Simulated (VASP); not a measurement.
Input:

```
CELL_PARAMETERS angstrom
      3.56869     0.00000     0.00000
      0.00000     3.56869     0.00000
      0.00000     0.00000     3.56869
ATOMIC_POSITIONS crystal
  Fe 0.00000 0.00000 0.00000
  Ni 0.00000 0.50000 0.50000
  Ni 0.50000 0.00000 0.50000
  Ni 0.50000 0.50000 0.00000
```

These are PBE GGA, VASP's PBE PAW potentials (set 64) (plane waves; VASP) values and carry that method's errors. Numerical set-up: 300 eV cut-off, 9×9×9 Γ-centred mesh, Fermi-Dirac smearing of 0.14 eV, potentials Fe Ni.

At this cut-off the stress carries a Pulay error, which pulls relaxed volumes low. The run has a spin-polarised start.

Task: Give the stress tensor in GPa (positive for a compressed cell).

Result: 
```
-4.02   0.00   0.00
 0.00  -4.02   0.00
 0.00   0.00  -4.02
```
The pressure is its mean diagonal, -4.02 GPa.

The structure comes from a computed database's FeNi3 entry; how it stands against other phases isn't given here. The cell was not relaxed at this level.
